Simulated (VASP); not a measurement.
Here is the system:

```
CELL_PARAMETERS angstrom
      1.65750    -2.87087     0.00000
      1.65750     2.87087     0.00000
      0.00000     0.00000     5.31420
ATOMIC_POSITIONS crystal
  Zn 0.66667 0.33333 0.50000
  Zn 0.33333 0.66667 0.00000
  O  0.66667 0.33333 0.88200
  O  0.33333 0.66667 0.38200
```

Level of theory: PBE GGA + U (Dudarev), VASP's PBE PAW potentials (set 64) (plane waves; VASP 6.6.1). Run with 520 eV cut-off, 7×7×4 Γ-centred mesh, Gaussian smearing of 0.050 eV, potentials Zn O, U − J: Zn 2.00 eV.

Q: Give the stress tensor in GPa (positive for a compressed cell).

A: 
```
-4.57   0.00   0.00
 0.00  -4.57   0.00
 0.00   0.00  -4.21
```
The pressure is its mean diagonal, -4.45 GPa.

The compound is ZnO in the wurtzite structure. The cell was not relaxed at this level. The run is one of a series of settings (LDAU = .TRUE., LDAUJ = 0 0, LDAUL = 2 -1, LDAUTYPE = 2, LDAUU = 2.0 0 against the base run), some of them coarse on purpose.
